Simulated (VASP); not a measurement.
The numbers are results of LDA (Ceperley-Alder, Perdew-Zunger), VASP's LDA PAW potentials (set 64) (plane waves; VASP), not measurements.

Input for VASP

INCAR:
```
SYSTEM = In
PREC = Accurate
ENCUT = 520
EDIFF = 1E-6
NELM = 100
ALGO = Normal
LREAL = .FALSE.
LASPH = .TRUE.
ISMEAR = 1
SIGMA = 0.1
LMAXMIX = 4
LWAVE = .FALSE.
LCHARG = .FALSE.
IBRION = 2
ISIF = 3
NSW = 60
EDIFFG = -0.01
```

File KPOINTS:
```
K-points
0
G
  14 14 14
0 0 0
```

File POSCAR:
```
In
1
   -1.6250000000     1.6250000000     2.4750000000
    1.6250000000    -1.6250000000     2.4750000000
    1.6250000000     1.6250000000    -2.4750000000
In
1
Direct
  0.0000000000   0.0000000000   0.0000000000
```

POTCAR, in this order: In_d (LDA.64 set). Program: vasp_std.

Output of the run:

OUTCAR:
```
 ion  position               nearest neighbor table
   1  0.000  0.000  0.000-
  LATTYP: Found a body centered tetragonal cell.
 ALAT       =     3.2500000000
 C/A-ratio  =     1.5230769231
 Subroutine PRICEL returns:
 Original cell was already a primitive cell.
 Subroutine GETGRP returns: Found 16 space group operations
The static configuration has the point symmetry D_4h.
The dynamic configuration has the point symmetry D_4h.
 Subroutine INISYM returns: Found 16 space group operations
 Subroutine IBZKPT returns following result:
 Found    244 irreducible k-points:

 Following reciprocal coordinates:
            Coordinates               Weight
  0.000000  0.000000  0.000000      1.000000
  0.071429  0.000000  0.000000      8.000000
  0.142857  0.000000  0.000000      8.000000
  0.214286 -0.000000  0.000000      8.000000
  0.285714  0.000000 -0.000000      8.000000
  0.357143  0.000000  0.000000      8.000000
  0.428571 -0.000000  0.000000      8.000000
  0.500000  0.000000 -0.000000      4.000000
  0.071429  0.071429 -0.000000      8.000000
  0.142857  0.071429 -0.000000     16.000000
  0.214286  0.071429  0.000000     16.000000
  0.285714  0.071429  0.000000     16.000000
  0.357143  0.071429  0.000000     16.000000
  0.428571  0.071429  0.000000     16.000000
  0.500000  0.071429 -0.000000     16.000000
 -0.428571  0.071429 -0.000000     16.000000
 -0.357143  0.071429  0.000000     16.000000
 -0.285714  0.071429  0.000000     16.000000
 -0.214286  0.071429  0.000000     16.000000
 -0.142857  0.071429  0.000000     16.000000
 -0.071429  0.071429  0.000000      4.000000
  0.142857  0.142857 -0.000000      8.000000
  0.214286  0.142857 -0.000000     16.000000
  0.285714  0.142857 -0.000000     16.000000
  0.357143  0.142857 -0.000000     16.000000
  0.428571  0.142857 -0.000000     16.000000
  0.500000  0.142857  0.000000     16.000000
 -0.428571  0.142857 -0.000000     16.000000
 -0.357143  0.142857  0.000000     16.000000
 -0.285714  0.142857  0.000000     16.000000
 -0.214286  0.142857 -0.000000     16.000000
 -0.142857  0.142857  0.000000      4.000000
  0.214286  0.214286 -0.000000      8.000000
  0.285714  0.214286  0.000000     16.000000
  0.357143  0.214286  0.000000     16.000000
  0.428571  0.214286  0.000000     16.000000
  0.500000  0.214286  0.000000     16.000000
 -0.428571  0.214286 -0.000000     16.000000
 -0.357143  0.214286  0.000000     16.000000
 -0.285714  0.214286  0.000000     16.000000
   k-points           NKPTS =    244   k-points in BZ     NKDIM =    244   number of bands    NBANDS=     10
   number of dos      NEDOS =    301   number of ions     NIONS =      1
   total plane-waves  NPLWV =  21952
   dimension x,y,z NGX =    28 NGY =   28 NGZ =   28
   dimension x,y,z NGXF=    56 NGYF=   56 NGZF=   56
   ions per type =               1
   PREC   = accura    normal or accurate (medium, high low for compatibility)
   ISTART =      0    job   : 0-new  1-cont  2-samecut
   ICHARG =      2    charge: 1-file 2-atom 10-const
   ISPIN  =      1    spin polarized calculation?
   LNONCOLLINEAR =      F non collinear calculations
   LSORBIT =      F    spin-orbit coupling
   INIWAV =      1    electr: 0-lowe 1-rand  2-diag
   ENCUT  =  520.0 eV  38.22 Ry    6.18 a.u.   6.28  6.28  6.28*2*pi/ulx,y,z
   NELM   =    100;   NELMIN=  2; NELMDL= -5     # of ELM steps
   EDIFF  = 0.1E-05   stopping-criterion for ELM
   LREAL  =      F    real-space projection
   NLSPLINE    = F    spline interpolate recip. space projectors
   LMAXMIX     =    4 max onsite mixed and CHGCAR
...
```

### OSZICAR
```
       N       E                     dE             d eps       ncg     rms          rms(c)
DAV:   1     0.710655558925E+02    0.71066E+02   -0.65832E+03  4934   0.164E+03
DAV:   2    -0.458559521745E+00   -0.71524E+02   -0.70553E+02  4974   0.290E+02
DAV:   3    -0.317679090909E+01   -0.27182E+01   -0.27106E+01  5608   0.652E+01
DAV:   4    -0.323884468766E+01   -0.62054E-01   -0.62035E-01  6254   0.100E+01
DAV:   5    -0.324131943438E+01   -0.24747E-02   -0.24746E-02  5896   0.162E+00    0.239E+00
DAV:   6    -0.321388496500E+01    0.27434E-01   -0.49114E-02  5596   0.486E+00    0.116E+00
DAV:   7    -0.320758363009E+01    0.63013E-02   -0.14071E-02  6026   0.233E+00    0.253E-01
DAV:   8    -0.320693343473E+01    0.65020E-03   -0.69622E-04  5562   0.591E-01    0.242E-02
DAV:   9    -0.320693298869E+01    0.44604E-06   -0.11919E-05  7084   0.500E-02    0.156E-02
DAV:  10    -0.320693306361E+01   -0.74920E-07   -0.35060E-07  2992   0.910E-03
   1 F= -.32069331E+01 E0= -.32068938E+01  d E =-.320693E+01
       N       E                     dE             d eps       ncg     rms          rms(c)
DAV:   1    -0.388520762470E+01   -0.67827E+00   -0.15602E+01  5450   0.872E+01    0.557E+00
DAV:   2    -0.328905313737E+01    0.59615E+00   -0.15058E+00  5420   0.315E+01    0.157E+00
DAV:   3    -0.322502134665E+01    0.64032E-01   -0.19536E-01  6658   0.105E+01    0.101E+00
DAV:   4    -0.322075435610E+01    0.42670E-02   -0.91764E-03  5050   0.859E-01    0.159E-01
DAV:   5    -0.322085056067E+01   -0.96205E-04   -0.18635E-04  7274   0.168E-01    0.119E-01
DAV:   6    -0.322089441415E+01   -0.43853E-04   -0.81487E-05  6394   0.860E-02    0.180E-02
DAV:   7    -0.322089455022E+01   -0.13607E-06   -0.25765E-06  5286   0.287E-02
   2 F= -.32208946E+01 E0= -.32209422E+01  d E =-.139615E-01
       N       E                     dE             d eps       ncg     rms          rms(c)
DAV:   1    -0.322184335305E+01   -0.94894E-03   -0.23963E-02  5484   0.372E+00    0.185E-01
DAV:   2    -0.322101887851E+01    0.82447E-03   -0.18804E-03  5460   0.106E+00    0.625E-02
DAV:   3    -0.322091208523E+01    0.10679E-03   -0.36714E-04  6572   0.452E-01    0.281E-02
DAV:   4    -0.322090811494E+01    0.39703E-05   -0.72258E-06  5250   0.316E-02    0.149E-02
DAV:   5    -0.322090664529E+01    0.14696E-05   -0.20725E-06  5188   0.112E-02    0.447E-03
DAV:   6    -0.322090667844E+01   -0.33149E-07   -0.23823E-07  2602   0.480E-03
   3 F= -.32209067E+01 E0= -.32209533E+01  d E =-.139736E-01
       N       E                     dE             d eps       ncg     rms          rms(c)
DAV:   1    -0.322250284578E+01   -0.15962E-02   -0.49091E-02  5570   0.244E+00    0.193E-01
DAV:   2    -0.322166104667E+01    0.84180E-03   -0.11137E-03  7038   0.721E-01    0.127E-01
DAV:   3    -0.322115216220E+01    0.50888E-03   -0.62161E-04  5942   0.761E-01    0.302E-02
DAV:   4    -0.322115939299E+01   -0.72308E-05   -0.83921E-05  5260   0.108E-01    0.360E-02
DAV:   5    -0.322115922889E+01    0.16410E-06   -0.20343E-06  4302   0.211E-02
   4 F= -.32211592E+01 E0= -.32211931E+01  d E =-.252550E-03
       N       E                     dE             d eps       ncg     rms          rms(c)
DAV:   1    -0.322179102191E+01   -0.63163E-03   -0.20071E-02  5570   0.156E+00    0.124E-01
DAV:   2    -0.322144372497E+01    0.34730E-03   -0.45816E-04  7034   0.467E-01    0.820E-02
DAV:   3    -0.322123475480E+01    0.20897E-03   -0.25577E-04  5950   0.487E-01    0.192E-02
DAV:   4    -0.322123771033E+01   -0.29555E-05   -0.34494E-05  5272   0.695E-02    0.227E-02
DAV:   5    -0.322123762980E+01    0.80530E-07   -0.67504E-07  2796   0.132E-02
   5 F= -.32212376E+01 E0= -.32212540E+01  d E =-.330951E-03
       N       E                     dE             d eps       ncg     rms          rms(c)
DAV:   1    -0.322343550096E+01   -0.21978E-02   -0.80023E-02  5568   0.312E+00    0.247E-01
DAV:   2    -0.322203423973E+01    0.14013E-02   -0.18362E-03  6996   0.919E-01    0.162E-01
DAV:   3    -0.322119758810E+01    0.83665E-03   -0.10268E-03  5880   0.959E-01    0.375E-02
DAV:   4    -0.322120963642E+01   -0.12048E-04   -0.13876E-04  5252   0.138E-01    0.454E-02
DAV:   5    -0.322120936918E+01    0.26724E-06   -0.35946E-06  5326   0.264E-02
   6 F= -.32212094E+01 E0= -.32212002E+01  d E =-.302691E-03
       N       E                     dE             d eps       ncg     rms          rms(c)
DAV:   1    -0.322219025950E+01   -0.98062E-03   -0.33936E-02  5560   0.204E+00    0.160E-01
DAV:   2    -0.322160240154E+01    0.58786E-03   -0.78023E-04  6988   0.610E-01    0.104E-01
DAV:   3    -0.322124939160E+01    0.35301E-03   -0.42644E-04  5920   0.629E-01    0.239E-02
DAV:   4    -0.322125470008E+01   -0.53085E-05   -0.59368E-05  5262   0.890E-02    0.295E-02
DAV:   5    -0.322125457937E+01    0.12071E-06   -0.11096E-06  3084   0.162E-02
   7 F= -.32212546E+01 E0= -.32212589E+01  d E =-.347901E-03
```

OUTCAR:
```
------------------------ aborting loop because EDIFF is reached ----------------------------------------
  FORCE on cell =-STRESS in cart. coord.  units (eV):
  Direction    XX          YY          ZZ          XY          YZ          ZX
  --------------------------------------------------------------------------------------
  Total       -0.0002579     -0.0002579      0.0038834      0.0000000     -0.0000000      0.0000000
  in kB       -0.0168027     -0.0168027      0.2530242      0.0000000     -0.0000000      0.0000000
  external PRESSURE =       0.0731396 kB  Pullay stress =       0.0000000 kB
  volume of cell :       24.59
      direct lattice vectors                 reciprocal lattice vectors
    -1.584466641  1.584466641  2.448704185     0.000000000  0.315563602  0.204189629
     1.584466641 -1.584466641  2.448704185     0.315563602  0.000000000  0.204189629
     1.584466641  1.584466641 -2.448704185     0.315563602  0.315563602  0.000000000
 POSITION                                       TOTAL-FORCE (eV/Angst)
 -----------------------------------------------------------------------------------
     -0.00000      0.00000      0.00000         0.000000      0.000000      0.000000
 -----------------------------------------------------------------------------------
    total drift:                               -0.000000     -0.000000     -0.000000
  FREE ENERGIE OF THE ION-ELECTRON SYSTEM (eV)
  ---------------------------------------------------
  free  energy   TOTEN  =        -3.2212545794 eV

  energy  without entropy=       -3.2212674268  energy(sigma->0) =       -3.22125886

 reached required accuracy - stopping structural energy minimisation
```
(Selected blocks of OUTCAR.)

CONTCAR:
```
In
   1.00000000000000
    -1.5844666409109007    1.5844666409109007    2.4487041849541313
     1.5844666409109007   -1.5844666409109007    2.4487041849541313
     1.5844666409109007    1.5844666409109007   -2.4487041849541313
  In
     1
Direct
     0.0000000000000000    0.0000000000000000    0.0000000000000000
```

**OUTCAR**
```
 val. band max:        7.9797305358   @ k =  -0.2857   0.4286   0.0714

 cond. band min:       7.9937392025   @ k =   0.5000   0.5000   0.2143


 Fermi energy:         7.9802636466

 k-point     1 :       0.0000    0.0000    0.0000
  band No.  band energies     occupation
      1      -6.7839      2.00000
      2      -6.6313      2.00000
      3      -6.6313      2.00000
      4      -6.5566      2.00000
      5      -6.4051      2.00000
      6      -2.0607      2.00000
      7      18.9334      0.00000
      8      18.9334      0.00000
      9      19.1501      0.00000
     10      19.7814      0.00000

 k-point     2 :       0.0714    0.0000    0.0000
  band No.  band energies     occupation
      1      -6.7736      2.00000
      2      -6.6329      2.00000
      3      -6.6218      2.00000
      4      -6.5541      2.00000
      5      -6.4096      2.00000
      6      -1.9432      2.00000
      7      17.5346      0.00000
      8      18.7647      0.00000
      9      18.8029      0.00000
     10      19.6645      0.00000

 k-point     3 :       0.1429    0.0000    0.0000
  band No.  band energies     occupation
      1      -6.7516      2.00000
      2      -6.6425      2.00000
      3      -6.5985      2.00000
      4      -6.5364      2.00000
      5      -6.4190      2.00000
      6      -1.5874      2.00000
      7      15.0238      0.00000
      8      18.0587      0.00000
      9      18.5103      0.00000
     10      19.6645      0.00000

 k-point     4 :       0.2143   -0.0000    0.0000
  band No.  band energies     occupation
      1      -6.7375      2.00000
      2      -6.6650      2.00000
      3      -6.5772      2.00000
      4      -6.4877      2.00000
      5      -6.4195      2.00000
      6      -0.9861      2.00000
      7      12.4835      0.00000
      8      17.2837      0.00000
      9      18.2002      0.00000
     10      19.6628      0.00000

 k-point     5 :       0.2857    0.0000   -0.0000
...
```

Energy and stress use the plane-wave basis of the starting cell. Unless said otherwise, spin-orbit coupling is left out, though it shifts the bands of the heavy elements here.

The compound is In in the bct structure. This run relaxes it. Symmetry was kept, so distortions that lower it aren't found.
